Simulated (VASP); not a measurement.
# CsLiCr2Te2S3 (Cm) in VASP: equation of state

How stiff is CsLiCr2Te2S3 in PBE, and what volume does it want? The cell is scaled to several volumes.

All numbers are computed with VASP 6.6.1; they aren't measurements. Logs are shortened: lines on timing, memory, paths and dates and some standing lists are left out, and cuts for length are marked.

## 1. The crystal as given

The structure is monoclinic, space group Cm (No. 8). Conventional cell: a = 6.843 Å, b = 10.361 Å, c = 7.978 Å, α = 90.00°, β = 111.21°, γ = 90.00°. Cs (site symmetry m) is surrounded by 5 S at 3.58 to 3.92 Å and 1 Li at 4.01 Å. Around Li (site symmetry m) lie 3 S at 2.42 to 2.56 Å. Cr (site symmetry 1) is surrounded by 3 S at 2.20 to 2.25 Å and 1 Te at 2.51 Å. Te (site symmetry 1) has 1 Cr at 2.51 Å as nearest neighbours. S (site symmetry 1) is surrounded by 2 Cr at 2.24 to 2.25 Å and 1 Li at 2.56 Å. Around S (site symmetry m) lie 2 Cr at 2.20 Å and 1 Li at 2.42 Å.

The cell was built by a generator and needn't be a form met in nature.

## 2. Equation of state, PBE, collinear spin, ferromagnetic start, 27.54 Å³/atom (volume scaled by 0.94)

Contents of INCAR:

```
SYSTEM = CsLiCr2Te2S3
PREC = Accurate ; ENCUT = 520
EDIFF = 1E-7 ; ISMEAR = -1
SIGMA = 0.05 ; LREAL = .False.
LASPH = .True. ; NELM = 150
ALGO = Normal ; ISIF = 2
LWAVE = .False. ; LCHARG = .False.
ISPIN = 2 ; MAGMOM = 0 0 3 3 0 0 0 0 0
LORBIT = 11 ; LMAXMIX = 4
GGA = PE ; NBANDS = 47
KPAR = 4
```

Contents of KPOINTS:

```
regular mesh
0
Gamma
  5 5 4
  0 0 0
```

Contents of POSCAR:

```
CsLiCr2Te2S3
1.0
    3.3517714213     -5.0749319576      0.0076799551
    3.3517714213      5.0749319576      0.0076799551
   -2.8448258142      0.0000000000      7.2792358028
Cs Li Cr Te S
1 1 2 2 3
Direct
    0.0937400000      0.0937400000      0.0085300000
    0.5887500000      0.5887500000      0.5533600000
    0.0564600000      0.4675500000      0.5579000000
    0.4675500000      0.0564600000      0.5579000000
    0.5648600000      0.8735700000      0.2903500000
    0.8735700000      0.5648600000      0.2903500000
    0.8115100000      0.3969700000      0.7334700000
    0.3969700000      0.8115100000      0.7334700000
    0.2140400000      0.2140400000      0.4837100000
```

Potentials or basis: VASP PAW PBE potentials, release 64 (Cs_sv, Li_sv, Cr_pv, Te, S).

Started as:

```bash
$ cat potpaw_PBE.64/Cs_sv/POTCAR potpaw_PBE.64/Li_sv/POTCAR potpaw_PBE.64/Cr_pv/POTCAR potpaw_PBE.64/Te/POTCAR potpaw_PBE.64/S/POTCAR > POTCAR
$ mpirun -np 4 vasp_std > vasp.out
```

OUTCAR:

```text
SYSTEM = CsLiCr2Te2S3
   PREC = Accurate
   ENCUT = 520
   EDIFF = 1E-7
   ISMEAR = -1
   LREAL = .False.
   LASPH = .True.
   NELM = 150
   ISIF = 2
   ISPIN = 2
   LORBIT = 11
   GGA = PE

 Found     33 irreducible k-points:

 Following reciprocal coordinates:
            Coordinates               Weight
  0.000000  0.000000  0.000000      1.000000
  0.200000 -0.000000 -0.000000      4.000000
  0.400000 -0.000000 -0.000000      4.000000
  0.200000  0.200000 -0.000000      2.000000
  0.400000  0.200000  0.000000      4.000000
 -0.400000  0.200000  0.000000      4.000000
   k-points           NKPTS =     33   k-points in BZ     NKDIM =     33   number of bands    NBANDS=     47
   number of dos      NEDOS =    301   number of ions     NIONS =      9
   total plane-waves  NPLWV = 138240
   dimension x,y,z NGX =    48 NGY =   48 NGZ =   60
   dimension x,y,z NGXF=    96 NGYF=   96 NGZF=  120
   ions per type =               1   1   2   2   3
   NGX,Y,Z   is equivalent  to a cutoff of  13.12, 13.12, 12.76 a.u.
   NGXF,Y,Z  is equivalent  to a cutoff of  26.24, 26.24, 25.53 a.u.
 SYSTEM =  CsLiCr2Te2S3
   PREC   = accura    normal or accurate (medium, high low for compatibility)
   ISTART =      0    job   : 0-new  1-cont  2-samecut
   ICHARG =      2    charge: 1-file 2-atom 10-const
   ISPIN  =      2    spin polarized calculation?
   LNONCOLLINEAR =      F non collinear calculations
   LSORBIT =      F    spin-orbit coupling
   LASPH  =      T    aspherical Exc in radial PAW
   ENCUT  =  520.0 eV  38.22 Ry    6.18 a.u.  11.31 11.31 14.53*2*pi/ulx,y,z
   NELM   =    150;   NELMIN=  2; NELMDL= -5     # of ELM steps
   EDIFF  = 0.1E-06   stopping-criterion for ELM
   LREAL  =      F    real-space projection
   EDIFFG = 0.1E-05   stopping-criterion for IOM
   NSW    =      0    number of steps for IOM
   IBRION =     -1    ionic relax: 0-MD 1-quasi-New 2-CG
   NFREE  =      0    steps in history (QN), initial steepest desc. (CG)
   ISIF   =      2    stress and relaxation
   ISYM   =      2    0-nonsym 1-usesym 2-fastsym
   POTIM  = 0.5000    time-step for ionic-motion
   TEBEG  =    0.0;   TEEND  =   0.0 temperature during run
   PSTRESS=    0.0 pullay stress
   NELECT =      66.0000    total number of electrons
   NUPDOWN=      -1.0000    fix difference up-down
   EMIN   =  10.00;   EMAX   =-10.00  energy-range for DOS
   EFERMI =   0.00;   METHOD = LEGACY
   ISMEAR =    -1;   SIGMA  =   0.05  broadening in eV -4-tet -1-fermi 0-gaus
   EFERMI_NEDOS =   21; number of points for ismear=-14 and -15
   IALGO  =     38    algorithm
   IMIX   =      4    mixing-type and parameters
     AMIX     =   0.40;   BMIX     =  1.00
     AMIX_MAG =   1.60;   BMIX_MAG =  1.00
  volume/ion in A,a.u.               =      27.54       185.85
  Fermi-wavevector in a.u.,A,eV,Ry     =   1.053222  1.990300 15.092613  1.109276
  Thomas-Fermi vector in A             =   2.188335
   LORBIT       =     11    0 simple, 1 ext, 2 COOP (PROOUT), +10 PAW based schemes
   GGA     = PE    functional components
   LHFCALC =     F    Hartree Fock is set to
   AEXX    =    0.0000 exact exchange contribution
   IVDW    =     0    specifies the selected vdW correction
   LEPSILON=     F    determine dielectric tensor
   LRPA    =     F    only Hartree local field effects (RPA)
 spin polarized calculation
  energy-cutoff  :      520.00
  volume of cell :      247.86
 maximum number of plane-waves:      6695
 NGX is ok and might be reduce to    48
   NGX = 23   NGY = 23   NGZ = 29

 number of electron      66.0000008 magnetization       4.0024138

 Free energy of the ion-electron system (eV)
  ---------------------------------------------------
  ext. energy  EPLUGINS =         0.00000000
  ---------------------------------------------------
  free energy    TOTEN  =       -45.66071668 eV

  energy without entropy =      -45.63557381  energy(sigma->0) =      -45.64814525

 E-fermi :   3.7164     XC(G=0):  -8.5753

[... 62 lines left out ...]

 k-point     4 :       0.2000    0.2000   -0.0000
  band No.  band energies     occupation
      1     -42.3293      1.00000
      2     -38.4433      1.00000
      3     -38.4409      1.00000
      4     -38.4035      1.00000
      5     -38.4032      1.00000
      6     -38.3372      1.00000
[... 37 lines left out ...]
     44       8.4296      0.00000
     45       8.7872      0.00000

 k-point     5 :       0.4000    0.2000    0.0000
  band No.  band energies     occupation
      1     -42.3293      1.00000
      2     -38.4436      1.00000
      3     -38.4406      1.00000
      4     -38.4039      1.00000
      5     -38.4028      1.00000
      6     -38.3374      1.00000
[... 37 lines left out ...]
     44       8.4369      0.00000
     45       8.5425      0.00000

 k-point     6 :      -0.4000    0.2000    0.0000
  band No.  band energies     occupation
      1     -42.3293      1.00000
      2     -38.4436      1.00000
      3     -38.4405      1.00000
      4     -38.4043      1.00000
      5     -38.4027      1.00000
      6     -38.3419      1.00000
[... 37 lines left out ...]
     44       8.5660      0.00000
     45       8.7564      0.00000

 [... further k-points ...]

 [bands above 45 left out]

------------------------ aborting loop because EDIFF is reached ----------------------------------------

  FORCE on cell =-STRESS in cart. coord.  units (eV):
  Direction    XX          YY          ZZ          XY          YZ          ZX
  --------------------------------------------------------------------------------------
  -------------------------------------------------------------------------------------
  Total        3.8391203      4.5492391      4.1150440      0.0000000      0.0000000     -0.2657856
  in kB       24.8160799     29.4062888     26.5996509      0.0000000      0.0000000     -1.7180387
  external PRESSURE =      26.9406732 kB  Pullay stress =       0.0000000 kB

 VOLUME and BASIS-vectors are now :
 -----------------------------------------------------------------------------
  energy-cutoff  :      520.00
  volume of cell :      247.86
      direct lattice vectors                 reciprocal lattice vectors
     3.351771421 -5.074931958  0.007679955     0.149041387 -0.098523488  0.058247431
     3.351771421  5.074931958  0.007679955     0.149041387  0.098523488  0.058247431
    -2.844825814  0.000000000  7.279235803    -0.000314492  0.000000000  0.137254150

 POSITION                                       TOTAL-FORCE (eV/Angst)
 -----------------------------------------------------------------------------------
      0.60412      0.00000      0.06353         0.012163      0.000000     -0.037287
      2.37250      0.00000      4.03708         0.085012      0.000000      0.011047
      0.16923      2.08625      4.06511        -0.093889      0.040693     -0.032985
      0.16923     -2.08625      4.06511        -0.093889     -0.040693     -0.032985
      3.99529      1.56668      2.12457         0.093140     -0.166686     -0.456909
      3.99529     -1.56668      2.12457         0.093140      0.166686     -0.456909
      1.96395     -2.10376      5.34838         0.008924      0.154982      0.600371
      1.96395      2.10376      5.34838         0.008924     -0.154982      0.600371
      0.05876      0.00000      3.52433        -0.113525      0.000000     -0.194715
 -----------------------------------------------------------------------------------
    total drift:                               -0.001357      0.000000      0.000087

  FREE ENERGIE OF THE ION-ELECTRON SYSTEM (eV)
  ---------------------------------------------------
  free  energy   TOTEN  =       -45.6607166825 eV

  energy  without entropy=      -45.6355738133  energy(sigma->0) =      -45.64814525

 total charge

# of ion       s       p       d       tot
------------------------------------------
    1        1.832   4.703   0.029   6.564
    2        2.017   0.054   0.000   2.071
    3        0.351   6.313   4.249  10.913
    4        0.351   6.313   4.249  10.913
    5        1.392   1.975   0.032   3.399
    6        1.392   1.975   0.032   3.399
    7        1.341   2.411   0.000   3.752
    8        1.341   2.411   0.000   3.752
    9        1.344   2.434   0.000   3.777
--------------------------------------------------
tot         11.363  28.589   8.589  48.541

 magnetization (x)

# of ion       s       p       d       tot
------------------------------------------
    1        0.000  -0.001   0.001  -0.000
    2        0.001   0.000   0.000   0.001
    3        0.026   0.022   2.090   2.138
    4        0.026   0.022   2.090   2.138
    5       -0.005  -0.139   0.004  -0.141
    6       -0.005  -0.139   0.004  -0.141
    7       -0.003  -0.063   0.000  -0.066
    8       -0.003  -0.063   0.000  -0.066
    9        0.002  -0.066   0.000  -0.064
--------------------------------------------------
tot          0.037  -0.427   4.189   3.799
```

Wall time 4.6 min (4 MPI ranks of Intel Xeon Platinum 8488C (Sapphire Rapids), shared host); peak memory 0.87 GiB.

Results:

- Free energy: -45.6607 eV
- Largest force: 0.620 eV/Å
- Band gap on the k mesh: none (metal or under the smearing width)
- Net moment: 4.00 μB per cell
- Site moments: Cs -0.00; Li +0.00; Cr +2.14; Te -0.14; S -0.07, -0.06 μB
- Valence electrons inside the program's atomic spheres: Cs 6.56; Li 2.07; Cr 10.91; Te 3.40; S 3.75, 3.78

Caveat: the cutoff is under 1.25 times the usual one of these potentials, so pressure, stress and relaxed cells hold a basis-set (Pulay) error; only a ferromagnetic start was run, and an antiferromagnetic order may lie lower in energy.

## 3. Equation of state, PBE, collinear spin, ferromagnetic start, 28.13 Å³/atom (volume scaled by 0.96)

INCAR is that of step 2.

KPOINTS is that of step 2.

Edit POSCAR of step 2 so:

```diff
@@ -2,5 +2,5 @@
 1.0
-    3.3517714213     -5.0749319576      0.0076799551
-    3.3517714213      5.0749319576      0.0076799551
-   -2.8448258142      0.0000000000      7.2792358028
+    3.3753762231     -5.1106720925      0.0077340411
+    3.3753762231      5.1106720925      0.0077340411
+   -2.8648604589      0.0000000000      7.3304997158
 Cs Li Cr Te S
```

Potentials or basis: VASP PAW PBE potentials, release 64 (Cs_sv, Li_sv, Cr_pv, Te, S).

Started as:

```bash
$ cat potpaw_PBE.64/Cs_sv/POTCAR potpaw_PBE.64/Li_sv/POTCAR potpaw_PBE.64/Cr_pv/POTCAR potpaw_PBE.64/Te/POTCAR potpaw_PBE.64/S/POTCAR > POTCAR
$ mpirun -np 4 vasp_std > vasp.out
```

Run time: 4.6 min. Hardware: 4 MPI ranks of Intel Xeon Platinum 8488C (Sapphire Rapids), shared host; peak memory 0.88 GiB.

The run converged. Its results:

```
Free energy                                           : -45.7336 eV
Largest force                                         : 0.399 eV/Å
Band gap on the k mesh                                : none (metal or under the smearing width)
Net moment                                            : 4.00 μB per cell
Site moments                                          : Cs -0.00; Li +0.00; Cr +2.18; Te -0.16; S -0.07 μB
Valence electrons inside the program's atomic spheres : Cs 6.56; Li 2.07; Cr 10.87; Te 3.39; S 3.75, 3.77
```

Caveat: the cutoff is under 1.25 times the usual one of these potentials, so pressure, stress and relaxed cells hold a basis-set (Pulay) error; only a ferromagnetic start was run, and an antiferromagnetic order may lie lower in energy.

## 4. Equation of state, PBE, collinear spin, ferromagnetic start, 28.71 Å³/atom (volume scaled by 0.98)

INCAR is that of step 3.

KPOINTS is that of step 3.

Edit POSCAR of step 3 so:

```diff
@@ -2,5 +2,5 @@
 1.0
-    3.3753762231     -5.1106720925      0.0077340411
-    3.3753762231      5.1106720925      0.0077340411
-   -2.8648604589      0.0000000000      7.3304997158
+    3.3986554154     -5.1459192208      0.0077873810
+    3.3986554154      5.1459192208      0.0077873810
+   -2.8846187416      0.0000000000      7.3810564839
 Cs Li Cr Te S
```

Started as:

```bash
$ cat potpaw_PBE.64/Cs_sv/POTCAR potpaw_PBE.64/Li_sv/POTCAR potpaw_PBE.64/Cr_pv/POTCAR potpaw_PBE.64/Te/POTCAR potpaw_PBE.64/S/POTCAR > POTCAR
$ mpirun -np 4 vasp_std > vasp.out
```

Wall time 5.2 min (4 MPI ranks of Intel Xeon Platinum 8488C (Sapphire Rapids), shared host); peak memory 0.9 GiB.

Results (log left out):

```
Free energy                                           : -45.7750 eV
Largest force                                         : 0.194 eV/Å
Band gap on the k mesh                                : none (metal or under the smearing width)
Net moment                                            : 4.01 μB per cell
Site moments                                          : Cs -0.00; Li +0.00; Cr +2.23; Te -0.17; S -0.08 μB
Valence electrons inside the program's atomic spheres : Cs 6.56; Li 2.06; Cr 10.83; Te 3.38; S 3.74, 3.76
```

Caveat: the cutoff is under 1.25 times the usual one of these potentials, so pressure, stress and relaxed cells hold a basis-set (Pulay) error; only a ferromagnetic start was run, and an antiferromagnetic order may lie lower in energy.

## 5. Equation of state, PBE, collinear spin, ferromagnetic start, 29.88 Å³/atom (volume scaled by 1.02)

INCAR is that of step 4.

KPOINTS is that of step 4.

Edit POSCAR of step 4 so:

```diff
@@ -2,5 +2,5 @@
 1.0
-    3.3986554154     -5.1459192208      0.0077873810
-    3.3986554154      5.1459192208      0.0077873810
-   -2.8846187416      0.0000000000      7.3810564839
+    3.4442803955     -5.2150002052      0.0078919220
+    3.4442803955      5.2150002052      0.0078919220
+   -2.9233430771      0.0000000000      7.4801428912
 Cs Li Cr Te S
```

Started as:

```bash
$ cat potpaw_PBE.64/Cs_sv/POTCAR potpaw_PBE.64/Li_sv/POTCAR potpaw_PBE.64/Cr_pv/POTCAR potpaw_PBE.64/Te/POTCAR potpaw_PBE.64/S/POTCAR > POTCAR
$ mpirun -np 4 vasp_std > vasp.out
```

It took 5.9 min on 4 MPI ranks of Intel Xeon Platinum 8488C (Sapphire Rapids), shared host; peak memory 0.95 GiB.

It converged, with:

```yaml
Free_energy: -45.7762 eV
Largest_force: 0.171 eV/Å
Band_gap_on_the_k_mesh: none (metal or under the smearing width)
Net_moment: 4.02 μB per cell
Site_moments: Cs -0.00; Li +0.00; Cr +2.32; Te -0.20; S -0.09 μB
Valence_electrons_inside_the_program's_atomic_spheres: Cs 6.56; Li 2.06; Cr 10.76; Te 3.37; S 3.72, 3.75
```

Caveat: the cutoff is under 1.25 times the usual one of these potentials, so pressure, stress and relaxed cells hold a basis-set (Pulay) error; only a ferromagnetic start was run, and an antiferromagnetic order may lie lower in energy.

## 6. Equation of state, PBE, collinear spin, ferromagnetic start, 30.47 Å³/atom (volume scaled by 1.04)

INCAR is that of step 5.

KPOINTS is that of step 5.

Edit POSCAR of step 5 so:

```diff
@@ -2,5 +2,5 @@
 1.0
-    3.4442803955     -5.2150002052      0.0078919220
-    3.4442803955      5.2150002052      0.0078919220
-   -2.9233430771      0.0000000000      7.4801428912
+    3.4666464793     -5.2488647918      0.0079431697
+    3.4666464793      5.2488647918      0.0079431697
+   -2.9423263562      0.0000000000      7.5287166086
 Cs Li Cr Te S
```

Potentials or basis: VASP PAW PBE potentials, release 64 (Cs_sv, Li_sv, Cr_pv, Te, S).

Started as:

```bash
$ cat potpaw_PBE.64/Cs_sv/POTCAR potpaw_PBE.64/Li_sv/POTCAR potpaw_PBE.64/Cr_pv/POTCAR potpaw_PBE.64/Te/POTCAR potpaw_PBE.64/S/POTCAR > POTCAR
$ mpirun -np 4 vasp_std > vasp.out
```

It took 4.7 min on 4 MPI ranks of Intel Xeon Platinum 8488C (Sapphire Rapids), shared host; peak memory 0.95 GiB.

The run converged. Its results:

* Free energy: -45.7418 eV
* Largest force: 0.333 eV/Å
* Band gap on the k mesh: none (metal or under the smearing width)
* Net moment: 4.03 μB per cell
* Site moments: Cs -0.00; Li +0.00; Cr +2.36; Te -0.22; S -0.09, -0.10 μB
* Valence electrons inside the program's atomic spheres: Cs 6.56; Li 2.06; Cr 10.72; Te 3.36; S 3.72, 3.74

Caveat: the cutoff is under 1.25 times the usual one of these potentials, so pressure, stress and relaxed cells hold a basis-set (Pulay) error; only a ferromagnetic start was run, and an antiferromagnetic order may lie lower in energy.

## 7. Equation of state, PBE, collinear spin, ferromagnetic start, 31.06 Å³/atom (volume scaled by 1.06)

INCAR is that of step 6.

KPOINTS is that of step 6.

Edit POSCAR of step 6 so:

```diff
@@ -2,5 +2,5 @@
 1.0
-    3.4666464793     -5.2488647918      0.0079431697
-    3.4666464793      5.2488647918      0.0079431697
-   -2.9423263562      0.0000000000      7.5287166086
+    3.4887276255     -5.2822979530      0.0079937645
+    3.4887276255      5.2822979530      0.0079937645
+   -2.9610677937      0.0000000000      7.5766715105
 Cs Li Cr Te S
```

Started as:

```bash
$ cat potpaw_PBE.64/Cs_sv/POTCAR potpaw_PBE.64/Li_sv/POTCAR potpaw_PBE.64/Cr_pv/POTCAR potpaw_PBE.64/Te/POTCAR potpaw_PBE.64/S/POTCAR > POTCAR
$ mpirun -np 4 vasp_std > vasp.out
```

Run time: 6.5 min. Hardware: 4 MPI ranks of Intel Xeon Platinum 8488C (Sapphire Rapids), shared host; peak memory 0.97 GiB.

It converged, with:

```yaml
Free_energy: -45.6874 eV
Largest_force: 0.483 eV/Å
Band_gap_on_the_k_mesh: none (metal or under the smearing width)
Net_moment: 4.04 μB per cell
Site_moments: Cs -0.00; Li +0.00; Cr +2.41; Te -0.23; S -0.10 μB
Valence_electrons_inside_the_program's_atomic_spheres: Cs 6.56; Li 2.05; Cr 10.69; Te 3.36; S 3.71, 3.73
```

Caveat: the cutoff is under 1.25 times the usual one of these potentials, so pressure, stress and relaxed cells hold a basis-set (Pulay) error; only a ferromagnetic start was run, and an antiferromagnetic order may lie lower in energy.

## 8. Equation of state, PBE, collinear spin, ferromagnetic start

Potentials or basis: VASP PAW PBE potentials, release 64 (Cs_sv, Li_sv, Cr_pv, Te, S).

No new run: the results of the series are fitted here.

Results:

```yaml
Equilibrium_volume: 29.30 Å³/atom
Bulk_modulus_at_fixed_shape_and_positions: 38 GPa
Pressure_derivative_of_the_bulk_modulus: 4.6
```

Energy against volume, from the lowest point:
```csv
volume (Å³/atom),energy (meV/atom)
27.540,14.16
28.126,6.07
28.712,1.47
29.298,0.00
29.884,1.33
30.470,5.15
31.056,11.20
```

Caveat: the cutoff is under 1.25 times the usual one of these potentials, so pressure, stress and relaxed cells hold a basis-set (Pulay) error; the cell was scaled at fixed shape and fractional positions, which overstates the stiffness of a crystal with free parameters, most of all of layers and chains. Spin-orbit coupling is left out, which matters for the levels of Cs, Te.
